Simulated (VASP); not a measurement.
Data:

```
CELL_PARAMETERS angstrom
      0.00000     1.95287     1.95287
      1.95287     0.00000     1.95287
      1.95287     1.95287     0.00000
ATOMIC_POSITIONS crystal
  Pt 0.00000 0.00000 0.00000
```

All values below come from AM05 GGA, VASP's PBE PAW potentials (set 64) (plane waves; VASP 6.6.1). Run with 520 eV cut-off, 16×16×16 Γ-centred mesh, first-order Methfessel-Paxton smearing of 0.10 eV, potentials Pt.

Unless said otherwise, spin-orbit coupling is left out, though it shifts the bands of the heavy elements here.

Q: Estimate the energy per atom (σ→0), band gap (on the k-mesh) with the smallest direct gap where there is one.

A: 
```
Property                                                     Value
------------------------  ----------------------------------------
band gap (on the k-mesh)  none (metal, semimetal or under 0.01 eV)
energy per atom (σ→0)                               -6.659 eV/atom
```

The compound is Pt in the fcc structure. It was relaxed first.
